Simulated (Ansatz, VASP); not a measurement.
# Zr (Zirconium) in two plane-wave programs

Wanted: the spread between two codes on one cell, functional and k mesh. The cell is taken from a series of VASP runs on this material, whose earlier steps may have relaxed, scaled or displaced it; both programs get it as it stands.

Method: plane waves, with VASP 6.6.1 beside it; relaxation of cell and atoms at r2SCAN, in Ansatz 0.2.0.

### Step 1. The structure

The structure is hexagonal, space group P6_3/mmc (No. 194). Conventional cell: a = 3.232 Å, b = 3.232 Å, c = 5.147 Å, α = 90.00°, β = 90.00°, γ = 120.00°. Nearest to Zr lie 12 Zr at 3.18 to 3.23 Å.

As a file:

```cif
data_structure
_symmetry_space_group_name_H-M 'P6_3/mmc'
_symmetry_Int_Tables_number 194
_cell_length_a 3.2320
_cell_length_b 3.2320
_cell_length_c 5.1470
_cell_angle_alpha 90.000
_cell_angle_beta 90.000
_cell_angle_gamma 120.000
_cell_volume 46.56
loop_
_atom_site_label
_atom_site_type_symbol
_atom_site_symmetry_multiplicity
_atom_site_Wyckoff_symbol
_atom_site_fract_x
_atom_site_fract_y
_atom_site_fract_z
_atom_site_occupancy
Zr1 Zr 2 c 0.66667 0.33333 0.75000 1
```

### Step 2. VASP: relaxation of cell and atoms, r2SCAN

The relaxed volume is the usual yardstick between codes: its relative difference is about their pressure difference at one cell divided by the bulk modulus.

Lines of VASP's logs that name or quote its potential files are left out, and so is its time.

INCAR

```
SYSTEM = Zr
PREC = Accurate
ENCUT = 520
EDIFF = 1E-07
NELM = 100
ISMEAR = 1
SIGMA = 0.15
LREAL = .FALSE.
ALGO = Normal
METAGGA = R2SCAN
LASPH = .TRUE.
NBANDS = 18
LORBIT = 11
LWAVE = .FALSE.
LCHARG = .FALSE.
KPAR = 4
IBRION = 2
NSW = 50
ISIF = 3
EDIFFG = -0.005
```

POSCAR

```
Zr
1.0
    3.2320000000      0.0000000000      0.0000000000
   -1.6160000000      2.7989941050      0.0000000000
    0.0000000000      0.0000000000      5.1470000000
Zr
2
Direct
    0.6666666667      0.3333333333      0.7500000000
    0.3333333333      0.6666666667      0.2500000000
```

KPOINTS

```
Automatic mesh
0
Gamma
18 18 10
0 0 0
```

The projector-augmented-wave data sets are Zr_sv (PBE family, release 64).

Command:

```sh
> mpirun -np 4 vasp_std
```

Numbers of over 12 decimals in the logs are rounded to 6 here.

Log:

```text
[banner, memory and clock lines left out]
running    4 mpi-ranks, on    1 nodes
 distrk:  each k-point on    1 cores,    4 groups
 distr:  one band on    1 cores,    1 groups

 POSCAR found type information on POSCAR Zr
 POSCAR found :  1 types and       2 ions
|                                                                             |
|               ----> ADVICE to this user running VASP <----                  |
|                                                                             |
|     You enforced a specific xc type in the INCAR file but a different       |
|     [... a line on the potential file left out ...]
|     I HOPE YOU KNOW WHAT YOU ARE DOING!                                     |
|                                                                             |

 LDA part: xc-table for (None), standard interpolation
 POSCAR, INCAR and KPOINTS ok, starting setup
 FFT: planning ... GRIDC
 FFT: planning ... GRID_SOFT
 FFT: planning ... GRID
 WAVECAR not read
 entering main loop
       N       E                     dE             d eps       ncg     rms          rms(c)
DAV:   1     0.184659513988E+03    0.18466E+03   -0.13783E+04  8000   0.136E+03
DAV:   2    -0.395844239287E+02   -0.22424E+03   -0.22081E+03  9430   0.393E+02
DAV:   3    -0.584355282758E+02   -0.18851E+02   -0.18657E+02 15250   0.781E+01
DAV:   4    -0.589179622512E+02   -0.48243E+00   -0.48203E+00  9328   0.139E+01
DAV:   5    -0.589327762226E+02   -0.14814E-01   -0.14806E-01 12332   0.166E+00    0.180E+01
DAV:   6    -0.455520447164E+02    0.13381E+02   -0.13143E+01 10248   0.208E+01    0.430E+00
DAV:   7    -0.454753515438E+02    0.76693E-01   -0.31532E-01  9372   0.473E+00    0.141E+00
DAV:   8    -0.454900981812E+02   -0.14747E-01   -0.15821E-01 13090   0.298E+00    0.898E-01
DAV:   9    -0.455020131788E+02   -0.11915E-01   -0.28083E-02 11670   0.140E+00    0.614E-01
DAV:  10    -0.455001090620E+02    0.19041E-02   -0.75562E-03  8612   0.743E-01    0.516E-02
DAV:  11    -0.455001214338E+02   -0.12372E-04   -0.60371E-04 12312   0.168E-01    0.359E-02
DAV:  12    -0.455001241495E+02   -0.27157E-05   -0.30026E-05  9984   0.485E-02    0.114E-02
DAV:  13    -0.455001246642E+02   -0.51465E-06   -0.12372E-06 13056   0.732E-03    0.396E-03
DAV:  14    -0.455001253762E+02   -0.71204E-06   -0.43742E-07  8700   0.602E-03    0.366E-04
DAV:  15    -0.455001257103E+02   -0.33409E-06   -0.38496E-08  4818   0.179E-03    0.507E-04
DAV:  16    -0.455001256188E+02    0.91466E-07   -0.97407E-09  4618   0.972E-04
   1 F= -.45500126E+02 E0= -.45500641E+02  d E =-.455001E+02
[...]
2 F= -.45500149E+02 E0= -.45500816E+02  d E =-.229577E-04
[...]
3 F= -.45501469E+02 E0= -.45502065E+02  d E =-.134331E-02
[...]
4 F= -.45501469E+02 E0= -.45502063E+02  d E =-.134298E-02
[...]
5 F= -.45501505E+02 E0= -.45502087E+02  d E =-.368701E-04
 trial-energy change:   -0.000037  1 .order   -0.000037   -0.000054   -0.000019
 step:   1.3798(harm=  1.3798)  dis= 0.00000  next Energy=   -45.501510 (dE=-0.416E-04)
 bond charge predicted
       N       E                     dE             d eps       ncg     rms          rms(c)
DAV:   1    -0.455015535474E+02   -0.48059E-04   -0.32784E-03  8008   0.502E-01    0.396E-02
DAV:   2    -0.455015147267E+02    0.38821E-04   -0.10732E-04  8688   0.726E-02    0.193E-02
DAV:   3    -0.455015100428E+02    0.46839E-05   -0.24521E-05  9962   0.393E-02    0.321E-03
DAV:   4    -0.455015106836E+02   -0.64081E-06   -0.53532E-07  9820   0.634E-03    0.207E-03
DAV:   5    -0.455015108549E+02   -0.17132E-06   -0.95548E-08  5108   0.273E-03    0.266E-04
DAV:   6    -0.455015108480E+02    0.69463E-08   -0.80744E-09  4304   0.814E-04
   6 F= -.45501511E+02 E0= -.45502086E+02  d E =-.422466E-04
 curvature:  -0.69 expect dE=-0.624E-06 dE for cont linesearch -0.407E-08
 trial: gam= 0.00314 g(F)=  0.576E-46 g(S)=  0.906E-06 ort = 0.597E-06 (trialstep = 0.995E+00)
 search vector abs. value=  0.910E-06
 reached required accuracy - stopping structural energy minimisation
```

Parts of OUTCAR (step 2):

```text
ion  position               nearest neighbor table
   1  0.667  0.333  0.750-   2 3.18   2 3.18   2 3.18   2 3.18   2 3.18   2 3.18
   2  0.333  0.667  0.250-   1 3.18   1 3.18   1 3.18   1 3.18   1 3.18   1 3.18

  LATTYP: Found a hexagonal cell.
 ALAT       =     3.2320000000
 C/A-ratio  =     1.5925123762

 Subroutine GETGRP returns: Found 24 space group operations
 (whereof 12 operations were pure point group operations)

The static configuration has the point symmetry D_3d.
 The point group associated with its full space group is D_6h.

 Found    222 irreducible k-points:

   k-points           NKPTS =    222   k-points in BZ     NKDIM =    222   number of bands    NBANDS=     18

   dimension x,y,z NGX =    24 NGY =   24 NGZ =   40
   dimension x,y,z NGXF=    48 NGYF=   48 NGZF=   80

   ENCUT  =  520.0 eV  38.22 Ry    6.18 a.u.   6.01  6.01  9.57*2*pi/ulx,y,z

   NELECT =      24.0000    total number of electrons

 k-points in reciprocal lattice and weights: Automatic mesh
   0.00000000  0.00000000  0.00000000       0.000
   0.05555556  0.00000000  0.00000000       0.002
   0.11111111  0.00000000  0.00000000       0.002
   0.16666667  0.00000000  0.00000000       0.002
   0.22222222  0.00000000  0.00000000       0.002
   0.27777778  0.00000000  0.00000000       0.002
   0.33333333  0.00000000  0.00000000       0.002
   0.38888889  0.00000000  0.00000000       0.002
   0.44444444  0.00000000  0.00000000       0.002
[...]
0.33333333  0.27777778  0.50000000       0.004
   0.33333333  0.33333333  0.50000000       0.001

 average (electrostatic) potential at core
       1 -79.9770       2 -79.9770

 E-fermi :   8.9498

 k-point     1 :       0.0000    0.0000    0.0000
  band No.  band energies     occupation
    ...
      6     -18.4555      2.00000
      7     -18.4507      2.00000
      8     -18.4507      2.00000
      9       2.9403      2.00000
     10       5.7620      2.00000
     11       9.9050     -0.00000
     12       9.9050     -0.00000
     13       9.9545     -0.00000
     14      10.0969     -0.00000
     15      10.6489     -0.00000
    ...

 k-point     2 :       0.0556    0.0000    0.0000
  band No.  band energies     occupation
    ...
      6     -18.4729      2.00000
      7     -18.4596      2.00000
      8     -18.4533      2.00000
      9       3.0303      2.00000
     10       5.8428      2.00000
     11       9.6400     -0.00000
     12       9.7860     -0.00000
     13       9.9874     -0.00000
     14      10.3057     -0.00000
     15      10.5697     -0.00000
    ...

 k-point     3 :       0.1111    0.0000    0.0000
  band No.  band energies     occupation
    ...
      6     -18.5361      2.00000
      7     -18.4722      2.00000
      8     -18.4613      2.00000
      9       3.2929      2.00000
     10       6.0706      2.00000
     11       9.2382     -0.02037
     12       9.3507     -0.00103
     13      10.2322     -0.00000
     14      10.3307     -0.00000
     15      10.6125     -0.00000
    ...

  Total        0.0037955      0.0037955      0.0029563      0.0000000     -0.0000000      0.0000000
  in kB        0.1293659      0.1293659      0.1007611      0.0000000     -0.0000000      0.0000000
  external PRESSURE =       0.1198310 kB  Pullay stress =       0.0000000 kB

  energy-cutoff  :      520.00
  volume of cell :       47.01
      direct lattice vectors                 reciprocal lattice vectors
     3.245482518  0.000000000  0.000000000     0.308120594  0.177893508 -0.000000000
    -1.622741259  2.810670308  0.000000000     0.000000000  0.355787015 -0.000000000
     0.000000000  0.000000000  5.153120525     0.000000000 -0.000000000  0.194057173

 POSITION                                       TOTAL-FORCE (eV/Angst)
 -----------------------------------------------------------------------------------
      1.62274      0.93689      3.86484         0.000000     -0.000000      0.000000
     -0.00000      1.87378      1.28828        -0.000000      0.000000      0.000000
 -----------------------------------------------------------------------------------
    total drift:                               -0.000000      0.000000     -0.000000

  FREE ENERGIE OF THE ION-ELECTRON SYSTEM (eV)
  ---------------------------------------------------
  free  energy   TOTEN  =       -45.5015108480 eV

  energy  without entropy=      -45.5032369756  energy(sigma->0) =      -45.50208622

 reached required accuracy - stopping structural energy minimisation

 total charge
# of ion       s       p       d       tot
------------------------------------------
    1        2.225   5.968   1.570   9.763
    2        2.225   5.968   1.570   9.763
--------------------------------------------------
tot          4.450  11.936   3.141  19.527

[... 3 further parts left out ...]
```

### Step 3. Ansatz: relaxation of cell and atoms, r2SCAN

Ansatz runs on its default PAW (the set named soft_2) files.

The same cell, functional, mesh and smearing now go to Ansatz, which takes its cutoff from its data sets.

input.yaml

```yaml
crystal:
  lattice:
    - [3.232, 0.0, 0.0]
    - [-1.616, 2.798994105, 0.0]
    - [0.0, 0.0, 5.147]
  atoms:
    - { symbol: Zr, position: [0.6666666667, 0.3333333333, 0.75] }
    - { symbol: Zr, position: [0.3333333333, 0.6666666667, 0.25] }
hamiltonian:
  xc: r2scan
  pseudopotentials: { kind: paw }
kpoints:
  mp_grid: { grid: [18, 18, 10] }
scf:
  occupations: { method: methfessel_paxton, width: 0.15 }
relax:
  f_tol: 0.01
  max_steps: 60
  cell: { stress_tol: 0.05 }
output:
  forces: true
  stress: true
  write_density: true
  write_potential: true
  elf: true
  volumetric_format: npy
```

Command:

```sh
> ansatz run input.yaml --threads 4 --pin off --max-ram 9216MiB --backend cpu --events-out ev --progress --plain --runs-dir out
```

Log:

```text
Engine: ansatz 0.2.0, aarch64-unknown-linux-gnu
Pseudopotentials: kind: paw
Pseudopotential: Zr, paw, valence charge 12, recommended cutoff 500 eV (meta_gga), Zr.paw.azcp
Functional definition: r2SCAN
  parameter k0 = 0.174
  parameter k1 = 0.065
  parameter a1 = 4.9479
  exchange = r2scan_x(k0 = k0, k1 = k1, a1 = a1)
  correlation = r2scan_c
Crystal: 2 atoms, lattice volume = 46.562 Å³
Basis set: ecut = 500 eV, 1165 PW (Γ), exchange–correlation on 96×96×160 points (64 copies of the dense FFT grid, shifted against one another)
Bands: 16, of which v1, the nominal top of the filled ones, is band 12 counted from 1 (11 counted from 0)
Symmetry: 24 space group operations
Space group: P63/mmc (ITA 194), of the structure as read, at distance tolerance 3.6e-5 Å
k-points: 222 of 3240
Non-local potential: Zr, projectors of the file, l = 0: 3, l = 1: 2, l = 2: 2, l = 3: 2
PAW form: soft (Blöchl's): semilocal exchange-correlation on the pseudo side does not see the compensation charge
PAW frozen core: Zr, regenerated for the run's functional (the file was generated under x = pbe(κ = 0.804, μ = 0.219515), c = pbe(β = 0.066725))
PAW one-centre angular grid: Zr, 590 points (default); XC on 160 Gauss nodes
Initial density: superposition of atomic densities (neutral atoms: chi_scale 0, normalization atom), corrected by the library's trained network
Initial wavefunctions: pseudopotential atomic-orbital guess
Functional: x = r2scan, c = r2scan; τ floored in thin density (d = 2e-4 eV/Å³)
SCF iter   1: F=—  HF=-8389.981599 eV  |F-HF|=—  |Δ(HF+E_count)|=         —  Δρ=7.35e-3  dr2=1.94e-2  dr2_τ=1.02e-2  ethr=1.77e-3  ⟨swp⟩=4.9  Hψ=15107  notcnv=0
preconditioner: auto → Kerker (q_TF=auto, 2.443 Å⁻¹)  [metal: Δε(μ)=0.011 eV  Ē_g=3.400 eV  σ=0.150 eV  W_gap=0.06  n_scr=10 (ndim 8)  ℏωp=15.4 eV  f_vac=0.000  D(μ)=1.64/eV (n_scr^D=10)]
SCF iter   2: F=—  HF=-8390.042729 eV  |F-HF|=—  |Δ(HF+E_count)|=   6.11e-2  S|Δr|=    0.00e0  Δρ=4.93e-3  dr2=8.58e-3  dr2_τ=4.36e-4  ethr=8.09e-5  ⟨swp⟩=2.0  Hψ=8149  notcnv=0
SCF iter   3: F=—  HF=-8390.044042 eV  |F-HF|=—  |Δ(HF+E_count)|=   1.31e-3  S|Δr|=    0.00e0  Δρ=6.10e-4  dr2=1.16e-4  dr2_τ=4.50e-5  ethr=3.57e-5  ⟨swp⟩=2.1  Hψ=5672  notcnv=0
SCF iter   4: F=—  HF=-8390.044179 eV  |F-HF|=—  |Δ(HF+E_count)|=   1.36e-4  S|Δr|=    0.00e0  Δρ=2.16e-4  dr2=1.86e-5  dr2_τ=5.75e-7  ethr=4.85e-7  ⟨swp⟩=2.7  Hψ=6340  notcnv=0
SCF iter   5: F=—  HF=-8390.044185 eV  |F-HF|=—  |Δ(HF+E_count)|=   6.17e-6  S|Δr|=    0.00e0  Δρ=4.91e-5  dr2=9.56e-7  dr2_τ=3.38e-8  ethr=7.75e-8  ⟨swp⟩=2.5  Hψ=5037  notcnv=0
SCF iter   6: F=-8390.044186 eV  HF=-8390.044186 eV  |F-HF|=4.70e-8  |Δ(HF+E_count)|=   1.03e-6  S|Δr|=    0.00e0  Δρ=1.45e-5  dr2=9.03e-8  dr2_τ=2.17e-9  ethr=4.17e-10  ⟨swp⟩=8.1  Hψ=23665  notcnv=0
SCF 1 converged in 6 iterations: F = -8390.044186 eV  dr2 = 9.03e-8
  greatest PAW one-centre occupation: 0.989 electrons in one spin orbital (limit 2), on the Zr atom at site 1 (counted from 0), in its partial waves of l = 0
relax step   1: F+E_penalty+E_count = -8390.04418587 eV  Δ(F+E_penalty+E_count) = +0.000e0 eV  max|allowed force component| = 1.619e-17 eV/Å  Δτ_max = 0.0000 Å  P = +0.927 GPa  Ω = 46.562 Å³  (6 SCF iters, dr2 threshold 1.00e-7 eV, accepted)
[...]
relax step   2: F+E_penalty+E_count = -8390.04318138 eV  Δ(F+E_penalty+E_count) = +1.004e-3 eV  max|allowed force component| = 1.087e-16 eV/Å  Δτ_max = 0.0000 Å  P = -1.074 GPa  Ω = 47.550 Å³  energy of the carried Pulay correction = -5.485e-4 eV  (5 SCF iters, dr2 threshold 2.00e-7 eV, rejected (line search))
[...]
relax step   3: F+E_penalty+E_count = -8390.04529844 eV  Δ(F+E_penalty+E_count) = -1.113e-3 eV  max|allowed force component| = 1.295e-16 eV/Å  Δτ_max = 0.0000 Å  P = +0.006 GPa  Ω = 47.007 Å³  energy of the carried Pulay correction = -2.479e-4 eV  (9 SCF iters, accepted)
[...]
relax step   4: F+E_penalty+E_count = -8390.04554587 eV  Δ(F+E_penalty+E_count) = -2.474e-4 eV  max|allowed force component| = 1.411e-16 eV/Å  Δτ_max = 0.0000 Å  P = +0.008 GPa  Ω = 47.007 Å³  stress off target by 3.78e-2 GPa  SCF on the basis re-selected at this cell (its energy is not comparable with the rows above)  (4 SCF iters)
basis re-selected at this cell: Δ(F+E_penalty+E_count) = -2.474e-4 eV, ΔP = +0.002 GPa vs the last step (what re-selecting the basis moved, of the pressure what is left beyond the Pulay correction that the steps carried, after the strain that the cell walked since its last selection, with what the two solves' SCF thresholds leave and, on support functions, any second-order correction that the steps lacked; it is no m [...]
SCF converged after 4 iterations
Stability not checked: this state was not tested for a lower state beside it, because cold or Methfessel-Paxton smearing, or corrected tetrahedra, fill the levels in a way that the test cannot read (fill_not_monotonic; see scf.lower_state_search)
Free energy (F): -8390.045546 eV
Harris-Foulkes:  -8390.045546 eV  (|F-HF|=0.00e0)
Internal energy: -8390.047212 eV  (E = F + TS)
E sigma→0 (E₀):  -8390.045962 eV
Entropy (-TS):   0.001666 eV (0.833 meV/atom)
Fermi energy:    13.912355 eV
--- Per-component energies (eV) ---
  E_band       = -216.655246
  E_kinetic    = 663.026551
  E_local      = -1257.998079  (includes V_loc(G=0)·N_el)
  E_nonlocal   = 159.870673
  E_hartree    = 388.064337
  E_xc         = -310.194938
  E_vxc        = -420.399858  (∫ρ·V_xc dr)
  E_paw        = -5942.023073  (= ΣΔE_a)
  E_vpaw       = -162.067686  (= ΣTr[D̂ρ^β])
  E_aug_tail   = 0.000017  (compensation charges beyond the density's cutoff)
  E_vtau       = 24.784406  (kinetic-family band-sum trace: ∫τ·v_τ [+ j·A + Jᵃ·Aᵃ] dr)
  E_ewald      = -2090.463217
  E_core_change = -0.329483  (= ΣΔE_core)
  E_smearing   = 0.001666  (= −TS)
  E_closure    = 0.000000  (closes the sum)
  Σ components = -8390.045546   (vs F -8390.045546, Δ=0.00e0)
--- Forces (eV/Å), atoms counted from 1 ---
  atom   1  Zr     0.00000000     0.00000000     0.00000000
  atom   2  Zr     0.00000000    -0.00000000     0.00000000
  max |Σ_I F_I| component: 9.25e-18 eV/Å
--- Stress (GPa, compression-positive) ---
        0.030551       0.000000       0.000000
       -0.000000       0.030551      -0.000000
        0.000000      -0.000000      -0.037751
  P = ⅓ Tr σ = 0.0078 GPa (0.078 kbar)
--- Band table (eV; the first three rows and the last of 222) ---
  k-point 0: bands = [... 8 lower, 7.9163, 10.7272, 14.8659, 14.8659, 14.9224, 15.0490, 15.6075, 15.6075]
  k-point 1: bands = [... 8 lower, 8.0039, 10.7206, 14.7661, 14.8188, 14.8188, 14.9752, 15.5388, 15.5388]
  k-point 2: bands = [... 8 lower, 8.2595, 10.6758, 14.3974, 14.7314, 14.7314, 14.7695, 15.3636, 15.3636]
  k-point 221: bands = [... 8 lower, 12.4612, 12.4612, 12.5268, 12.5268, 13.7606, 13.7606, 16.1407, 16.1407]
--- Relaxed structure (3 steps of the walk, 2 accepted, 1 SCFs on fresh bases) ---
  F+E_penalty+E_count = -8390.04554587 eV   max|allowed force component| = 1.411e-16 eV/Å   (the final SCF, on the basis selected at the relaxed cell)
  cell:  # Å, volume = 47.0072 Å³
    - [3.244705, 0.0, 0]
    - [-1.622353, 2.809997, 0]
    - [0, 0, 5.155643]
  atoms:
    - { symbol: Zr, position: [0.666667, 0.333333, 0.75] }
    - { symbol: Zr, position: [0.333333, 0.666667, 0.250000] }
```

Run time: 22 s. Hardware: 4 threads of Arm Neoverse V1, shared host; peak memory 0.6 GiB; 84 s of CPU time.

### Step 4. Comparison

Known differences besides the potentials themselves: VASP keeps PBE cores, Ansatz makes them for the functional; both relaxations stop at a tolerance, which leaves soft axes loose, and VASP keeps its plane-wave basis; the cutoff is 500 eV in Ansatz and 520 eV in VASP; Ansatz adds a Pulay correction to the stress that steers its cell, VASP none. Total energies have different zeros and are not compared.

Compared:

| quantity | Ansatz | VASP | difference |
| --- | --- | --- | --- |
| volume (Å³) | 47.01 | 47.01 | +0.00 % |
| edge a after relaxation, in the typed setting (Å) | 3.245 | 3.245 | -0.02 % |
| edge c after relaxation, in the typed setting (Å) | 5.156 | 5.153 | +0.05 % |

The walks stopped with 0.01 GPa left in Ansatz and 0.01 GPa in VASP; each walk ends within a tolerance, so the volume difference is uncertain by about these residues over the bulk modulus, most in soft cells.

### Step 5. Results

```json
{
  "difference in edge c after relaxation, in the typed setting (relaxation of cell and atoms, r2SCAN)": "0.049 %"
}
```

What this shows: The difference in edge c after relaxation, in the typed setting is 0.049 % (relaxation of cell and atoms, r2SCAN), within the 1.2 % picked in this series as the mark of a large difference, as far as the stopping tolerances let one tell. Such differences can come from data sets, numerical settings and the points named under the comparisons, not from the functional's error against experiment.

[Lines on the potential files, build, host, timing and source positions are cut from VASP's logs without a mark.]

[Logs are printed without paths, hosts, clocks, repeated set-up lines and the standing remarks that a program may print on its own settings, such as how far it seeks lower states.]

[Hosts, paths, dates, database ids (printed as entryN), source tags and the programs' standing remarks are cut or masked in the printed files.]
